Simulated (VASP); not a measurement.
Calculation: rev-vdW-DF2, VASP's PBE PAW potentials (set 64) (plane waves; VASP).

VASP ran on this input.

KPOINTS:
```
Automatic mesh
0
Gamma
9 9 9
0 0 0
```

POSCAR:
```
NiO
1
    4.2335576411     2.1128557927     2.1128557927
    2.1128557927     4.2335576411     2.1128557927
    2.1128557927     2.1128557927     4.2335576411
Ni O
2 2
Direct
  0.0000000000   0.0000000000   0.0000000000
  0.5000000000   0.5000000000   0.5000000000
  0.2500000000   0.2500000000   0.2500000000
  0.7500000000   0.7500000000   0.7500000000
```

INCAR:
```
SYSTEM = NiO
PREC = Accurate; ENCUT = 520; LREAL = .False.
LASPH = .True.
EDIFF = 1E-7; NELM = 100; ALGO = Normal
LMAXMIX = 4
ISMEAR = 0; SIGMA = 0.05
GGA = MK; LUSE_VDW = .True.; AGGAC = 0.0
PARAM1 = 0.1234568; PARAM2 = 0.7114; ZAB_VDW = -1.8867
MAGMOM = 1.3 -1.3 2*0.0
ISPIN = 2
IBRION = 2; NSW = 30; ISIF = 4
EDIFFG = -0.01
LWAVE = .False.; LCHARG = .False.; LORBIT = 10
```

POTCAR, in this order: Ni O (PBE.64 set). Program: vasp_std.

The resulting files:

OSZICAR:
```
       N       E                     dE             d eps       ncg     rms          rms(c)
DAV:   1     0.266611722213E+03    0.26661E+03   -0.15871E+04  6888   0.209E+03
DAV:   2     0.112185091701E+02   -0.25539E+03   -0.23906E+03  7064   0.407E+02
DAV:   3    -0.194326521476E+02   -0.30651E+02   -0.29081E+02  7828   0.158E+02
DAV:   4    -0.204581025433E+02   -0.10255E+01   -0.10187E+01  7620   0.309E+01
DAV:   5    -0.204878753371E+02   -0.29773E-01   -0.29760E-01  8240   0.495E+00    0.198E+01
DAV:   6    -0.181532886044E+02    0.23346E+01   -0.47998E+01 10144   0.111E+02    0.228E+01
DAV:   7    -0.160182150610E+02    0.21351E+01   -0.84995E+00  8724   0.912E+01    0.865E+00
DAV:   8    -0.162628928701E+02   -0.24468E+00   -0.26468E+00  7592   0.145E+01    0.566E+00
DAV:   9    -0.161759099621E+02    0.86983E-01   -0.30246E-01 11200   0.142E+01    0.218E+00
DAV:  10    -0.161955214737E+02   -0.19612E-01   -0.10073E-01  9028   0.523E+00    0.116E+00
DAV:  11    -0.161932994613E+02    0.22220E-02   -0.34054E-02 11168   0.458E+00    0.177E-01
DAV:  12    -0.161940645455E+02   -0.76508E-03   -0.68214E-03  7600   0.750E-01    0.143E-01
DAV:  13    -0.161939659031E+02    0.98642E-04   -0.39400E-04  9632   0.212E-01    0.702E-02
DAV:  14    -0.161940277084E+02   -0.61805E-04   -0.36585E-04 10368   0.262E-01    0.426E-02
DAV:  15    -0.161940070148E+02    0.20694E-04   -0.60953E-05 10184   0.104E-01    0.139E-02
DAV:  16    -0.161940017333E+02    0.52815E-05   -0.94980E-06  8028   0.493E-02    0.557E-03
DAV:  17    -0.161939994697E+02    0.22636E-05   -0.78372E-07  8096   0.176E-02    0.123E-03
DAV:  18    -0.161940001525E+02   -0.68287E-06   -0.45559E-07  5412   0.660E-03    0.790E-04
DAV:  19    -0.161940001365E+02    0.16039E-07   -0.22448E-08  3552   0.177E-03
   1 F= -.16194000E+02 E0= -.16194000E+02  d E =-.161940E+02  mag=     0.0000
```

### OUTCAR
```
------------------------ aborting loop because EDIFF is reached ----------------------------------------
  FORCE on cell =-STRESS in cart. coord.  units (eV):
  Direction    XX          YY          ZZ          XY          YZ          ZX
  --------------------------------------------------------------------------------------
  Total       -2.5213779     -2.5213779     -2.5213779     -0.0294494     -0.0294494     -0.0294494
  in kB     -106.1833552   -106.1833552   -106.1833552     -1.2402085     -1.2402085     -1.2402085
  external PRESSURE =    -106.1833552 kB  Pullay stress =       0.0000000 kB
  volume of cell :       38.04
      direct lattice vectors                 reciprocal lattice vectors
     4.233557641  2.112855793  2.112855793     0.353765843 -0.117776161 -0.117776161
     2.112855793  4.233557641  2.112855793    -0.117776161  0.353765843 -0.117776161
     2.112855793  2.112855793  4.233557641    -0.117776161 -0.117776161  0.353765843
 POSITION                                       TOTAL-FORCE (eV/Angst)
 -----------------------------------------------------------------------------------
      0.00000      0.00000      0.00000         0.000000     -0.000000      0.000000
      4.22963      4.22963      4.22963         0.000000      0.000000      0.000000
      2.11482      2.11482      2.11482         0.000000      0.000000      0.000000
      6.34445      6.34445      6.34445        -0.000000     -0.000000     -0.000000
 -----------------------------------------------------------------------------------
    total drift:                                0.000000     -0.000000     -0.000000
  FREE ENERGIE OF THE ION-ELECTRON SYSTEM (eV)
  ---------------------------------------------------
  free  energy   TOTEN  =       -16.1940001365 eV

  energy  without entropy=      -16.1940001365  energy(sigma->0) =      -16.19400014

 total charge

# of ion       s       p       d       tot
------------------------------------------
    1        0.317   0.369   8.257   8.943
    2        0.317   0.369   8.257   8.943
    3        1.557   3.379   0.000   4.936
    4        1.557   3.379   0.000   4.936
--------------------------------------------------
tot          3.746   7.496  16.515  27.757

 magnetization (x)

# of ion       s       p       d       tot
------------------------------------------
    1       -0.010  -0.012   1.337   1.315
    2        0.010   0.012  -1.337  -1.315
    3        0.000   0.000   0.000   0.000
    4        0.000   0.000   0.000   0.000
--------------------------------------------------
tot          0.000   0.000   0.000   0.000

 reached required accuracy - stopping structural energy minimisation
```
(Selected blocks of OUTCAR.)

The compound is NiO in the rock salt, AFM-II order structure. This cell is one point of a volume scan, at 1.06 of the reference volume.
